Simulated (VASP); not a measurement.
# InGaO (P-3m1) in VASP: single point with r2SCAN

Aim: the single point of InGaO with r2SCAN.

All numbers are computed with VASP 6.6.1; they aren't measurements. Logs are shortened: lines on timing, memory, paths and dates and some standing lists are left out, and cuts for length are marked.

### Step 1. Starting point

It takes space group P-3m1 (No. 164, trigonal). The conventional cell has a = 3.158 Å, b = 3.158 Å, c = 14.116 Å, α = 90.00°, β = 90.00°, γ = 120.00°. Around In (site symmetry 3m) lie 9 In at 3.16 to 3.40 Å. Ga (site symmetry 3m) has 3 O at 1.96 Å as nearest neighbours. Around O (site symmetry 3m) lie 3 Ga at 1.96 Å.

The cell was built by a generator and needn't be a form met in nature.

### Step 2. Single point, r2SCAN

File INCAR:

```
SYSTEM = InGaO
PREC = Accurate ; ENCUT = 520
EDIFF = 1E-6 ; ISMEAR = 0
SIGMA = 0.1 ; LREAL = .FALSE.
LASPH = .TRUE. ; NELM = 150
ALGO = Normal ; ISIF = 2
LWAVE = .FALSE. ; LCHARG = .FALSE.
METAGGA = R2SCAN ; LMIXTAU = .TRUE.
NBANDS = 41 ; KPAR = 4
```

File KPOINTS:

```
Automatic mesh
0
G
  10 10 4
  0 0 0
```

File POSCAR:

```
InGaO                                   
1.0
    3.1583969037      0.0000000000      0.0000000000
   -1.5791984519      2.7352519542     -0.0000000000
    0.0000000000      0.0000000000     14.1159406348
  In              Ga              O             
     2     2     2
Direct
     0.3333333300000021    0.6666666699999979    0.6017848969182303
     0.6666666699999979    0.3333333300000021    0.3982151030817701
     0.0000000000000000    0.0000000000000000    0.0892050013054755
     1.0000000000000000    0.0000000000000000    0.9107949986945245
     0.3333333300000021    0.6666666699999979    0.1405306987145890
     0.6666666699999979    0.3333333300000021    0.8594693012854113
```

Potentials or basis: VASP PAW PBE potentials, release 64 (In_d, Ga_d, O).

Started as:

```
cat potpaw_PBE.64/In_d/POTCAR potpaw_PBE.64/Ga_d/POTCAR potpaw_PBE.64/O/POTCAR > POTCAR
mpirun -np 4 vasp_std > vasp.out
```

OUTCAR:

```text
SYSTEM = InGaO
   PREC = Accurate
   ENCUT = 520
   EDIFF = 1E-6
   ISMEAR = 0
   LREAL = .FALSE.
   LASPH = .TRUE.
   NELM = 150
   ISIF = 2
   METAGGA = R2SCAN

 ion  position               nearest neighbor table
   1  0.333  0.667  0.602-   2 3.40   2 3.40   2 3.40
   2  0.667  0.333  0.398-   1 3.40   1 3.40   1 3.40
   3  0.000  0.000  0.089-   5 1.96   5 1.96   5 1.96   4 2.52
   4  0.000  0.000  0.911-   6 1.96   6 1.96   6 1.96   3 2.52
   5  0.333  0.667  0.141-   3 1.96   3 1.96   3 1.96
   6  0.667  0.333  0.859-   4 1.96   4 1.96   4 1.96

  LATTYP: Found a hexagonal cell.
 ALAT       =     3.1583969037
 C/A-ratio  =     4.4693371559

  Lattice vectors:

 A1 = (   3.1583969037,   0.0000000000,   0.0000000000)
 A2 = (  -1.5791984519,   2.7352519542,   0.0000000000)
 A3 = (   0.0000000000,   0.0000000000,  14.1159406348)

Analysis of symmetry for initial positions (statically):
=====================================================================
 Subroutine PRICEL returns:
 Original cell was already a primitive cell.

 Routine SETGRP: Setting up the symmetry group for a
 hexagonal supercell.

 Subroutine GETGRP returns: Found 12 space group operations
 (whereof 12 operations were pure point group operations)
 out of a pool of 24 trial point group operations.

The static configuration has the point symmetry D_3d.

Analysis of symmetry for dynamics (positions and initial velocities):
=====================================================================
 Subroutine PRICEL returns:
 Original cell was already a primitive cell.

 Routine SETGRP: Setting up the symmetry group for a
 hexagonal supercell.

 Subroutine GETGRP returns: Found 12 space group operations
 (whereof 12 operations were pure point group operations)
 out of a pool of 24 trial point group operations.

The dynamic configuration has the point symmetry D_3d.

 Subroutine INISYM returns: Found 12 space group operations
 (whereof 12 operations are pure point group operations),
 and found     1 'primitive' translations
[... 96 lines left out ...]
   ICHARG =      2    charge: 1-file 2-atom 10-const
   ISPIN  =      1    spin polarized calculation?
   LNONCOLLINEAR =      F non collinear calculations
   LSORBIT =      F    spin-orbit coupling
   LASPH  =      T    aspherical Exc in radial PAW
   ENCUT  =  520.0 eV  38.22 Ry    6.18 a.u.   5.87  5.87 26.25*2*pi/ulx,y,z
   NELM   =    150;   NELMIN=  2; NELMDL= -5     # of ELM steps
   EDIFF  = 0.1E-05   stopping-criterion for ELM
   LREAL  =      F    real-space projection
   EDIFFG = 0.1E-04   stopping-criterion for IOM
   NSW    =      0    number of steps for IOM
   IBRION =     -1    ionic relax: 0-MD 1-quasi-New 2-CG
   NFREE  =      0    steps in history (QN), initial steepest desc. (CG)
   ISIF   =      2    stress and relaxation
   ISYM   =      2    0-nonsym 1-usesym 2-fastsym
   POTIM  = 0.5000    time-step for ionic-motion
   TEBEG  =    0.0;   TEEND  =   0.0 temperature during run
   PSTRESS=    0.0 pullay stress
   NELECT =      64.0000    total number of electrons
   NUPDOWN=      -1.0000    fix difference up-down
   EMIN   =  10.00;   EMAX   =-10.00  energy-range for DOS
   EFERMI =   0.00;   METHOD = LEGACY
   ISMEAR =     0;   SIGMA  =   0.10  broadening in eV -4-tet -1-fermi 0-gaus
   EFERMI_NEDOS =   21; number of points for ismear=-14 and -15
   IALGO  =     38    algorithm
   IMIX   =      4    mixing-type and parameters
     AMIX     =   0.40;   BMIX     =  1.00
     AMIX_MAG =   1.60;   BMIX_MAG =  1.00
  volume/ion in A,a.u.               =      20.32       137.16
  Fermi-wavevector in a.u.,A,eV,Ry     =   1.320516  2.495413 23.725315  1.743761
  Thomas-Fermi vector in A             =   2.450336
   LORBIT       =      0    0 simple, 1 ext, 2 COOP (PROOUT), +10 PAW based schemes
   METAGGA = R2SCAN    functional components
   LHFCALC =     F    Hartree Fock is set to
   AEXX    =    0.0000 exact exchange contribution
   IVDW    =     0    specifies the selected vdW correction
   LEPSILON=     F    determine dielectric tensor
   LRPA    =     F    only Hartree local field effects (RPA)
 non-spin polarized calculation
 Gauss-broadening in eV      SIGMA  =   0.10
  energy-cutoff  :      520.00
  volume of cell :      121.95
 maximum number of plane-waves:      3314
   NGX = 11   NGY = 11   NGZ = 53

 number of electron      64.0000006 magnetization

 Free energy of the ion-electron system (eV)
  ---------------------------------------------------
  ext. energy  EPLUGINS =         0.00000000
  ---------------------------------------------------
  free energy    TOTEN  =       -85.90742769 eV

  energy without entropy =      -85.89613051  energy(sigma->0) =      -85.90177910

 E-fermi :   4.8908     XC(G=0): -10.3353

 val. band max:        4.7851996564   @ k =   0.1000   0.0000   0.0000
 cond. band min:       4.9097720005   @ k =  -0.1000   0.5000   0.2500
 fundamental gap:      0.1245723441
 Fermi energy:         4.8908243627

 k-point     1 :       0.0000    0.0000    0.0000
  band No.  band energies     occupation
      1     -16.7737      2.00000
      2     -16.7172      2.00000
      3     -11.3541      2.00000
      4     -11.3541      2.00000
      5     -11.3465      2.00000
      6     -11.3465      2.00000
[... 1045 lines left out ...]
     40      12.1395      0.00000
     41      12.4127      0.00000

 [... further k-points ...]

------------------------ aborting loop because EDIFF is reached ----------------------------------------

  FORCE on cell =-STRESS in cart. coord.  units (eV):
  Direction    XX          YY          ZZ          XY          YZ          ZX
  --------------------------------------------------------------------------------------
  -------------------------------------------------------------------------------------
  Total       -2.7370837     -2.7370837     -1.7497267      0.0000000      0.0000000     -0.0000000
  in kB      -35.9604233    -35.9604233    -22.9883045      0.0000000      0.0000000     -0.0000000
  external PRESSURE =     -31.6363837 kB  Pullay stress =       0.0000000 kB

 VOLUME and BASIS-vectors are now :
 -----------------------------------------------------------------------------
  energy-cutoff  :      520.00
  volume of cell :      121.95
      direct lattice vectors                 reciprocal lattice vectors
     3.158396904  0.000000000  0.000000000     0.316616318  0.182798517  0.000000000
    -1.579198452  2.735251954  0.000000000     0.000000000  0.365597033  0.000000000
     0.000000000  0.000000000 14.115940635     0.000000000  0.000000000  0.070841896

 POSITION                                       TOTAL-FORCE (eV/Angst)
 -----------------------------------------------------------------------------------
     -0.00000      1.82350      8.49476         0.000000      0.000000     -0.053944
      1.57920      0.91175      5.62118         0.000000     -0.000000      0.053944
      0.00000      0.00000      1.25921         0.000000     -0.000000      0.239550
      0.00000      0.00000     12.85673        -0.000000      0.000000     -0.239550
     -0.00000      1.82350      1.98372         0.000000     -0.000000     -0.405278
      1.57920      0.91175     12.13222        -0.000000      0.000000      0.405278
 -----------------------------------------------------------------------------------
    total drift:                                0.000000     -0.000000      0.000000

  FREE ENERGIE OF THE ION-ELECTRON SYSTEM (eV)
  ---------------------------------------------------
  free  energy   TOTEN  =       -85.9074276936 eV

  energy  without entropy=      -85.8961305142  energy(sigma->0) =      -85.90177910
```

OSZICAR:

```text
N       E                     dE             d eps       ncg     rms          rms(c)
DAV:   1     0.635236589955E+03    0.63524E+03   -0.30976E+04  4238   0.246E+03
DAV:   2     0.325129366109E+02   -0.60272E+03   -0.57097E+03  4268   0.617E+02
DAV:   3    -0.921300808865E+02   -0.12464E+03   -0.12081E+03  4869   0.234E+02
[... 31 lines left out ...]
DAV:  35    -0.859074305312E+02   -0.11969E-04   -0.87466E-06  3865   0.233E-02    0.357E-03
DAV:  36    -0.859074242659E+02    0.62653E-05   -0.39235E-06  3609   0.140E-02    0.272E-03
DAV:  37    -0.859074264408E+02   -0.21749E-05   -0.75578E-07  2915   0.621E-03    0.274E-03
DAV:  38    -0.859074278225E+02   -0.13817E-05   -0.61982E-07  2870   0.731E-03    0.111E-03
DAV:  39    -0.859074276936E+02    0.12884E-06   -0.32348E-07  2882   0.483E-03
   1 F= -.85907428E+02 E0= -.85901779E+02  d E =-.112972E-01
```

stdout:

```text
POSCAR found type information on POSCAR InGaO
 POSCAR found :  3 types and       6 ions
 scaLAPACK will be used
 -----------------------------------------------------------------------------
|                                                                             |
|                                                                             |
|     You enforced a specific xc type in the INCAR file but a different       |
|     I HOPE YOU KNOW WHAT YOU ARE DOING!                                     |
|                                                                             |
 -----------------------------------------------------------------------------

 LDA part: xc-table for (None), standard interpolation
 POSCAR, INCAR and KPOINTS ok, starting setup
 FFT: planning ... GRIDC
 FFT: planning ... GRID_SOFT
 FFT: planning ... GRID
 WAVECAR not read
 entering main loop
```

Wall time 6.1 min (4 MPI ranks of AMD EPYC 9R45 (Zen 5), shared host); peak memory 0.38 GiB.

Results:

```yaml
Free_energy: -85.9074 eV
Pressure: -3.2 GPa
Largest_force: 0.405 eV/Å
Band_gap_on_the_k_mesh: none (metal or under the smearing width)
```

Forces on the atoms (eV/Å):
```
In   0.000  0.000 -0.054
In   0.000  0.000  0.054
Ga   0.000  0.000  0.240
Ga   0.000  0.000 -0.240
O    0.000  0.000 -0.405
O    0.000  0.000  0.405
```

Stress tensor (GPa, compression positive):
```
-3.60  0.00  0.00
 0.00 -3.60  0.00
 0.00  0.00 -2.30
```

Levels at points of the mesh, in eV from the Fermi level:
| k point | band 28 | band 29 | band 30 | band 31 | band 32 | band 33 | band 34 | band 35 | band 36 | band 37 |
| --- | --- | --- | --- | --- | --- | --- | --- | --- | --- | --- |
| (0.00, 0.00, 0.00) | -4.35 | -4.32 | -4.32 | -3.16 | -1.70 | -0.66 | 2.57 | 2.72 | 7.56 | 7.81 |
| (0.50, 0.00, 0.00) | -5.00 | -3.63 | -3.23 | -2.50 | -1.37 | -1.34 | 1.05 | 2.81 | 3.73 | 3.83 |
| (0.00, 0.00, 0.50) | -4.35 | -4.32 | -4.32 | -2.87 | -2.18 | -0.32 | 1.95 | 3.34 | 6.65 | 8.35 |
| (0.50, 0.00, 0.50) | -5.00 | -3.64 | -3.23 | -2.48 | -1.41 | -1.33 | 1.05 | 2.86 | 3.69 | 3.84 |

Caveat: the PAW data sets were made with another functional, which shifts forces and pressure a little.
